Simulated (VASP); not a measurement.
Ir:

```
Ir
1.0
     0.00000    1.91690    1.91690
     1.91690    0.00000    1.91690
     1.91690    1.91690    0.00000
Ir
1
Cartesian
  0.0000 0.0000 0.0000
```

Base run:

```yaml
Program: VASP 6.6.1
Functional: PBEsol
Potentials_or_basis: VASP PAW PBE potentials, release 64 (Ir)
Cutoff: 520 eV
k_mesh: 18 × 18 × 18
Occupations: gaussian, width 0.5 eV
Spin: no spin polarisation
```

Its results: band gap on the k mesh none (metal or under the smearing width); pressure 1.0 GPa.

Problem. The run is repeated on the same cell with these changes: cutoff from 520 eV to 700 eV; occupations from gaussian, width 0.5 eV to gaussian, width 0.1 eV. What comes out?

Solution. Band gap on the k mesh none (metal or under the smearing width); pressure 0.0 GPa.

Caveats: the PAW data sets were made with another functional, which shifts forces and pressure a little.

Not every run made on this cell is shown here.
